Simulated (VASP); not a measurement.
GaSb:

```
CELL_PARAMETERS angstrom
0.00000 3.05900 3.05900
3.05900 0.00000 3.05900
3.05900 3.05900 0.00000
ATOMIC_POSITIONS crystal
Ga 0.00000 0.00000 0.00000
Sb 0.25000 0.25000 0.25000
```

Program: VASP 6.6.1. Alike in all runs: task single point; no spin polarisation; cell as given; k mesh 9 × 9 × 9; cutoff (eV) 520; smearing fermi-dirac 0.05 eV.

Order these runs on this cell by their pressure, lowest first.
A. level r2SCAN; potentials or basis VASP PAW PBE potentials, release 64 (Ga_d, Sb)
B. level PBE; potentials or basis VASP PAW PBE potentials, release 64 (Ga_d, Sb)
C. level LDA; potentials or basis VASP PAW LDA potentials, release 64 (Ga_d, Sb)

C (-1.6 GPa), A (0.5 GPa), B (2.4 GPa).

Caveats: the PAW data sets were made with another functional, which shifts forces and pressure a little (some runs).

Not every run made on this cell is shown here.
